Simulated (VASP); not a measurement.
Consider the following.

```yaml
crystal:
  lattice:
    - [3.89491, 0.00000, 0.00000]
    - [0.00000, 3.81889, 0.00000]
    - [0.00000, 0.00000, 4.72915]
  atoms:
    - { symbol: Sn, position: [0.50000, 0.00000, 0.76200] }
    - { symbol: Sn, position: [0.00000, 0.50000, 0.23800] }
    - { symbol: O, position: [0.50000, 0.50000, 0.00000] }
    - { symbol: O, position: [0.00761, 0.00000, 0.00000] }
```

Computed with PBE GGA, VASP's PBE PAW potentials (set 64) (plane waves; VASP). Numerical set-up: 520 eV cut-off, KSPACING 0.8 per Å, Gaussian smearing of 0.050 eV, potentials Sn_d O.

Predict the energy per atom (σ→0), pressure, largest force.

```
Quantity                       Result
---------------------  --------------
energy per atom (σ→0)  -5.671 eV/atom
pressure                     3.28 GPa
largest force              0.601 eV/Å
```

Only differences to runs with the same potentials and settings are physical.

The compound is SnO in the litharge structure. The cell was not relaxed at this level. The run is one of a series of settings (KGAMMA = .TRUE., KSPACING = 0.8, KPOINTS file removed against the base run), some of them coarse on purpose.
